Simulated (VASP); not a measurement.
KP2Ru2, 5 atoms in the cell. It takes space group I4/mmm (No. 139, tetragonal). The conventional cell has a = 4.023 Å, b = 4.023 Å, c = 12.494 Å, α = 90.00°, β = 90.00°, γ = 90.00°. K (site symmetry 4/mmm) is surrounded by 8 P at 3.49 Å and 8 Ru at 3.72 Å. Around P (site symmetry 4mm) lie 4 Ru at 2.30 Å. Ru (site symmetry -4m2) is surrounded by 4 P at 2.30 Å. The cell is a database's computed one.

| Property | Result |
| --- | --- |
| Program | VASP 6.6.1 |
| Task | single point |
| Functional | r2SCAN |
| Dispersion | rVV10 |
| Potentials or basis | VASP PAW PBE potentials, release 64 (K_sv, P, Ru_pv) |
| Cutoff | 520 eV |
| k mesh | 6 × 6 × 6 |
| Occupations | gaussian, width 0.1 eV |
| Spin | no spin polarisation |
| Dipole correction | no |
| Further INCAR settings | ALGO = Normal; EDIFF = 1e-07; NBANDS = 32 |

Potentials or basis: VASP PAW PBE potentials, release 64 (K_sv, P, Ru_pv).

Launch:

```bash
$ cat potpaw_PBE.64/K_sv/POTCAR potpaw_PBE.64/P/POTCAR potpaw_PBE.64/Ru_pv/POTCAR > POTCAR
$ cp INCAR.step1 INCAR
$ mpirun -np 1 vasp_std > vasp.out
$ cp INCAR.step2 INCAR
$ mpirun -np 1 vasp_std > vasp.out
```

Hardware: 1 thread of Intel(R) Xeon(R) Platinum 8375C CPU @ 2.90GHz (Ice Lake) (shared host).

Problem. Estimate the wall time of this run.

Solution. Run time: 15 min on 1 thread of Intel(R) Xeon(R) Platinum 8375C CPU @ 2.90GHz (Ice Lake), with other jobs on the host, peak memory 1 GiB. Counts: scf iterations 11, k points 30.
